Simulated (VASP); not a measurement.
Given:

```yaml
crystal:
  lattice:
    - [1.75617, -3.17305, 0.00000]
    - [1.75617, 3.17305, 0.00000]
    - [0.00000, 0.00000, 5.75338]
  atoms:
    - { symbol: Ho, position: [0.33333, 0.66667, 0.25000] }
    - { symbol: Ho, position: [0.69194, 0.35860, 0.75000] }
```

These are PBE GGA, VASP's PBE PAW potentials (set 64) (plane waves; VASP 6.6.1) values and carry that method's errors. Run with 400 eV cut-off, 1×1×1 Γ-centred mesh, first-order Methfessel-Paxton smearing of 0.10 eV, potentials Ho_3.

The 4f electrons are frozen in the core of the lanthanide potential, so 4f levels, which can set the real gap, and their magnetism are missing.

### Question
Which forces act on the atoms, in eV/Å?

### Answer

| atom | Fx | Fy | Fz |
|---|---|---|---|
| Ho1 | 0.177 | -0.203 | 0.000 |
| Ho2 | -0.177 | 0.203 | 0.000 |

### Question
Give the stress tensor in GPa (positive for a compressed cell).

### Answer

```
 2.71  -1.01   0.00
-1.01  -3.41   0.00
 0.00   0.00  51.93
```
The pressure is its mean diagonal, 17.08 GPa.

The compound is Ho in the hcp structure. The cell was not relaxed at this level, atoms are displaced from their ideal sites. The k-mesh is coarse (spacing up to 2.04 per Å, 2π included), so the numbers may not be converged in it. The run is one of a series of settings (KPOINTS 1×1×1 Γ-centred mesh against the base run), some of them coarse on purpose.
